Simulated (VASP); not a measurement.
Input:

```yaml
crystal:
  lattice:
    - [0.00000, 2.76961, 2.76961]
    - [2.76961, 0.00000, 2.76961]
    - [2.76961, 2.76961, 0.00000]
  atoms:
    - { symbol: Eu, position: [0.00000, 0.00000, 0.00000] }
    - { symbol: S, position: [0.50000, 0.50000, 0.50000] }
```

Computed with PBE GGA, VASP's PBE PAW potentials (set 64) (plane waves; VASP). Settings: 480 eV cut-off, 8×8×8 Γ-centred mesh, Gaussian smearing of 0.050 eV, potentials Eu_2 S.

The 4f electrons are frozen in the core of the lanthanide potential, so 4f levels, which can set the real gap, and their magnetism are missing.

Q: Predict the energy per atom (σ→0), pressure, band gap (on the k-mesh) with the smallest direct gap where there is one.

A: 
```json
{
 "band gap (on the k-mesh)": "1.42 eV",
 "smallest direct gap (on the k-mesh)": "1.79 eV",
 "energy per atom (σ→0)": "-5.153 eV/atom",
 "pressure": "14.99 GPa"
}
```

The absolute energy has meaning only against runs of the same code, potentials and settings.

The compound is EuS in the rock salt structure. It was relaxed first under an external pressure of 15 GPa.
